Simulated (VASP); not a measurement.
The system is InSbO2.

```
In Sb O
1.0
     2.67959   -2.72168    0.00000
     2.67959    2.72168    0.00000
     0.00000    0.00000    5.47626
In Sb O
1 1 2
Cartesian
  0.0000 0.0000 0.0000
  0.0000 0.0000 2.7381
  2.6796 1.1125 0.0000
  2.6796 -1.1125 0.0000
```

The cell was built by a generator and needn't be a form met in nature.

- Program: VASP 6.6.1
- Task: relaxation of cell and atoms
- Functional: PBE
- Potentials or basis: VASP PAW PBE potentials, release 64 (In_d, Sb, O)
- Cutoff: 520 eV
- k mesh: 4 × 4 × 3
- Occupations: gaussian, width 0.15 eV
- Spin: no spin polarisation

At the start: pressure 37.4 GPa; volume 19.97 Å³/atom.

Where does the relaxation end?

Over 24 steps the energy falls by 1346.8 meV/atom and the volume is 19.64 Å³/atom (-1.7 %); space group Cmmm (No. 65, to 0.05 Å).

The path:
```csv
step,energy change (eV),largest force (eV/Å),pressure (GPa),volume (Å³)
1,0.0000,14.2647,37.39,79.88
2,33.2057,1.1117,-5.24,136.91
3,-1.7259,1.2751,-10.01,125.37
4,-3.1860,3.8631,-9.71,119.72
5,-3.3926,4.3112,-10.27,115.47
6,-4.0588,1.6586,-7.74,97.35
7,-4.3243,1.0973,-1.50,88.53
8,-4.3284,1.0430,-3.14,89.97
9,-4.3306,1.0560,-2.32,89.27
10,-4.8182,1.4962,-2.11,86.34
11,-3.9313,7.5690,13.52,76.14
12,-4.9958,1.3047,-0.85,84.43
13,-5.0854,0.3052,1.36,81.70
14,-5.0892,0.6510,0.55,82.34
15,-5.2217,1.2911,0.73,81.41
16,-5.2269,0.9412,0.24,81.57
17,-5.3436,0.3895,-2.34,81.46
18,-5.3437,0.3903,-1.90,81.45
19,-5.3853,0.1810,-0.26,78.59
20,-5.3863,0.1357,0.36,78.17
21,-5.3863,0.1359,0.28,78.23
22,-5.3860,0.1564,0.04,78.41
23,-5.3862,0.1534,0.07,78.30
24,-5.3872,0.0249,0.16,78.56
```

Final structure:
```
In Sb O
1.0
     2.15412   -3.11008    0.00000
     2.15412    3.11008    0.00000
     0.00000    0.00000    5.86282
In Sb O
1 1 2
Direct
  0.00000 0.00000 0.00000
  0.00000 0.00000 0.50000
  0.37521 0.62479 0.00000
  0.62479 0.37521 0.00000
```

Caveat: the k mesh is coarse (spacing up to 0.41 Å⁻¹), so the values aren't converged.
